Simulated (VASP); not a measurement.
Consider the following.

```
CELL_PARAMETERS angstrom
      2.89000     0.00000     0.00000
      0.00000     2.89000     0.00000
      0.00000     0.00000     2.89000
ATOMIC_POSITIONS crystal
  Al 0.50000 0.50000 0.50000
  Ni 0.00000 0.00000 0.00000
```

Computed with rev-vdW-DF2, VASP's PBE PAW potentials (set 64) (plane waves; VASP). Settings: 520 eV cut-off, 11×11×11 Γ-centred mesh, first-order Methfessel-Paxton smearing of 0.10 eV, potentials Al Ni.

### Question
The ions, cell shape and volume are relaxed. Which structure does the run end with?

### Answer

```
CELL_PARAMETERS angstrom
      2.87985     0.00000     0.00000
      0.00000     2.87985     0.00000
      0.00000     0.00000     2.87985
ATOMIC_POSITIONS crystal
  Al 0.50000 0.50000 0.50000
  Ni 0.00000 0.00000 0.00000
```
Space group Pm-3m (221), at a tolerance of 0.03 Å.

### Question
How do energy and volume change from the first to the last step?

### Answer
The energy (σ→0) changes by -0.7 meV/atom and the volume by -1.0 %, in 3 ionic steps.

The compound is NiAl in the CsCl type structure. This run relaxes it. Symmetry was kept, so distortions that lower it aren't found. The run is not spin-polarised, so no magnetic state was tried. The electron count is odd and the run is not spin-polarised, which forces a metal.
